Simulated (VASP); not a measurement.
# Ir: energy against volume

Ir (fcc, Fm-3m, 13.924 Å³/atom and stress up to 0.14 GPa in the relaxed cell, cube axes along x, y and z) under an equal strain ε along all three axes. LDA in VASP (plane waves, PAW), 480 eV, 20×20×20 Γ-centred mesh, Methfessel-Paxton smearing 0.10 eV.

Here V stands for volume and E for E less E0.

```
volume (Å³/atom)  E less E0 (meV/atom)  pressure (GPa)
----------------  --------------------  --------------
13.1048                          68.85           28.46
13.3064                          37.96           20.45
13.5101                          16.54           13.04
13.7158                           4.07            6.19
13.9236                           0.00           -0.14
14.1335                           3.87           -5.97
14.3455                          15.17          -11.34
14.5596                          33.49          -16.28
14.7758                          58.37          -20.81
15.2147                              ?               ?
```

Problem. Using the third-order Birch-Murnaghan form, a cubic in V^(-2/3), estimate the missing E at V = 15.2147 from the other rows, showing the fit.

Solution. With u = V^(-2/3) - 0.173, the rows have u = 0.006906, 0.005085, 0.003290, 0.001523, -0.000218, -0.001933, -0.003622, -0.005287, -0.006927. Least squares gives E = 0.073 + 589.56·u + 1328459·u² + 4093373·u³. Residuals (row less fit): -0.001, 0.001, 0.002, 0.003, -0.008, 0.002, -0.001, 0.005, -0.002; standard error 0.005 (degrees of freedom: 5). Its minimum lies at u = -0.000222, so V0 = (0.172778)^(-3/2) = 13.92. There d²E/du² = 2651000 and d³E/du³ = 2.456e7, so B0 = (4/9) × 13.92^(-7/3) × 2651000 × 0.160218 = 405 GPa (the last factor turns the table's units into GPa), and B0' = 4 + (2/3) × 0.172778 × (2.456e7)/2651000 = 5.1. B0' rests on the cubic coefficient alone and has a standard error of 0.1 from these residuals. At the withheld row, u = -0.010136, so E = 0.073 + 589.56 × (-0.010136) + 1328459 × (-0.010136)² + 4093373 × (-0.010136)³ = 126.318 meV/atom. The calculation gives 126.23 meV/atom, 0.088 meV/atom below the prediction (0.1 % of the range of E in the table). The row lies outside the fitted rows, so this is an extrapolation. The scatter of the fitted rows lies at the last printed digit.

In a metal these values are sensitive to mesh and smearing; energies are taken to zero smearing, stresses follow the free energy. The runs aren't spin-polarised. Spin-orbit coupling is left out, which can shift these values for the heavy elements here. Other structures, which can take over under pressure, weren't tried. The same form fitted to the pressure column gives B0' = 5.1; series where the two differ by over 0.4 aren't shown. Rows are the converged runs of the series near zero and its far end, less any whose ions stayed unrelaxed beside relaxed ones; series whose fitted rows scatter by over a few per cent of the range, as at a crossing or softening among them, aren't shown in this form.
